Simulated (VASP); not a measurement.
Input of a VASP 6.6.1 run:

File INCAR:

```
PREC     = Accurate       # precision mode
ENCUT    = 520            # plane-wave cutoff, eV
EDIFF    = 1E-6           # SCF threshold, eV
ISMEAR   = 0              # smearing method
SIGMA    = 0.05           # smearing width, eV
LREAL    = False          # projectors in reciprocal space
LASPH    = True           # aspherical terms in the spheres
NELM     = 150            # most SCF steps
ALGO     = Normal         # electronic algorithm
ISIF     = 2              # what is computed and relaxed
LWAVE    = False          # write WAVECAR
LCHARG   = False          # write CHGCAR
LNONCOLLINEAR= True           # non-collinear magnetism
MAGMOM   = 1.882 2.441 0.697 0 0 0 # initial moments
LORBIT   = 11             # projections on sites
LSORBIT  = True           # spin-orbit coupling
GGA_COMPAT= False        
LORBMOM  = True         
LMAXMIX  = 6              # l up to which the mixer works
LDAU     = True           # DFT+U
LDAUTYPE = 2            
LDAUL    = 3 -1           # shell
LDAUU    = 3 0            # U, eV
LDAUJ    = 0 0          
LDAUPRINT= 1            
GGA      = PS             # functional
```

Contents of KPOINTS:

```
regular mesh
0
Gamma
  7 7 7
```

Contents of POSCAR:

```
TbO
1.0
    2.7838380500      0.0000000000      0.0000000000
    0.0000000000      2.7838380500      0.0000000000
    0.0000000000      0.0000000000      2.7838380500
Tb O
1 1
Direct
    0.0000000000      0.0000000000      0.0000000000
    0.5000000000      0.5000000000      0.5000000000
```

Potentials or basis: VASP PAW PBE potentials, release 64 (Tb, O).

Run with:

```sh
$ cat potpaw_PBE.64/Tb/POTCAR potpaw_PBE.64/O/POTCAR > POTCAR
$ mpirun -np 1 vasp_ncl > vasp.out
```

(1) Predict the net moment.

(2) Estimate the pressure.

Answers

(1) 6.16 μB per cell.

(2) 39.9 GPa.

Caveat: the magnetic or orbital state may not be the lowest; a pressure of tens of GPa on the cell as given is suspect, and the run, the potentials or the cell itself is likely at fault; the PAW data sets were made with another functional, which shifts forces and pressure a little.
